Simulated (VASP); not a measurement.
Given:

```xyz
4
Lattice="5.1813 2.5836 2.5836 2.5836 5.1813 2.5836 2.5836 2.5836 5.1813" Properties=species:S:1:pos:R:3 pbc="T T T"
Mn     0.0000     0.0000     0.0000
Mn     5.1743     5.1743     5.1743
S      2.5872     2.5872     2.5872
S      7.7615     7.7615     7.7615
```
Starting moments (μB, in the order of the record's atoms Mn Mn S S): 4.2 -4.2 0.0 0.0.

The numbers are results of revPBE GGA, VASP's PBE PAW potentials (set 64) (plane waves; VASP 6.6.1), not measurements. Run with 520 eV cut-off, Gaussian smearing of 0.050 eV, potentials Mn_pv S.

Problem. Give the spin-up energies of bands 9 to 22 at the high-symmetry points, in eV from the valence-band maximum.

Solution. 
| band | Γ | T | H2 | L | S0 | F |
|---|---|---|---|---|---|---|
| 9 | -6.32 | -4.65 | -5.43 | -5.65 | -5.49 | -6.34 |
| 10 | -4.00 | -4.07 | -5.35 | -5.31 | -5.14 | -5.34 |
| 11 | -4.00 | -3.80 | -4.62 | -4.45 | -4.83 | -3.96 |
| 12 | -2.66 | -3.80 | -4.50 | -3.96 | -4.40 | -3.89 |
| 13 | -2.66 | -2.64 | -3.79 | -3.84 | -3.86 | -2.92 |
| 14 | -2.46 | -2.64 | -3.58 | -3.01 | -3.59 | -2.92 |
| 15 | -1.34 | -2.42 | -2.36 | -2.62 | -2.37 | -2.89 |
| 16 | -1.34 | -2.42 | -2.15 | -2.32 | -2.17 | -2.32 |
| 17 | -1.30 | -2.14 | -2.11 | -2.07 | -2.06 | -2.15 |
| 18 | -1.19 | 0.00 | -0.99 | -0.72 | -1.03 | -0.93 |
| 19 | -1.19 | 0.00 | -0.70 | -0.61 | -0.72 | -0.45 |
| 20 | 1.40 | 1.32 | 1.57 | 0.94 | 1.55 | 0.95 |
| 21 | 1.40 | 1.32 | 1.64 | 1.89 | 1.71 | 1.98 |
| 22 | 1.52 | 1.36 | 1.95 | 2.07 | 1.90 | 2.03 |

Problem. Give the spin-down energies of bands 9 to 22 at the high-symmetry points, in eV from the valence-band maximum.

Solution. 
```tsv
band	Γ	T	H2	L	S0	F
9	-6.32	-4.65	-5.43	-5.65	-5.49	-6.34
10	-4.00	-4.07	-5.35	-5.31	-5.14	-5.34
11	-4.00	-3.80	-4.62	-4.45	-4.83	-3.96
12	-2.66	-3.80	-4.50	-3.96	-4.40	-3.89
13	-2.66	-2.64	-3.79	-3.84	-3.86	-2.92
14	-2.46	-2.64	-3.58	-3.01	-3.59	-2.92
15	-1.34	-2.42	-2.36	-2.62	-2.37	-2.89
16	-1.34	-2.42	-2.15	-2.32	-2.17	-2.32
17	-1.30	-2.14	-2.11	-2.07	-2.06	-2.15
18	-1.19	0.00	-0.99	-0.72	-1.03	-0.93
19	-1.19	0.00	-0.70	-0.61	-0.72	-0.45
20	1.40	1.32	1.57	0.94	1.55	0.95
21	1.40	1.32	1.64	1.89	1.71	1.98
22	1.52	1.36	1.95	2.07	1.90	2.03
```

The gap is indirect, 0.94 eV, from the valence maximum at T to the conduction minimum at L.

The compound is MnS in the rock salt, AFM-II order structure. It was relaxed first.
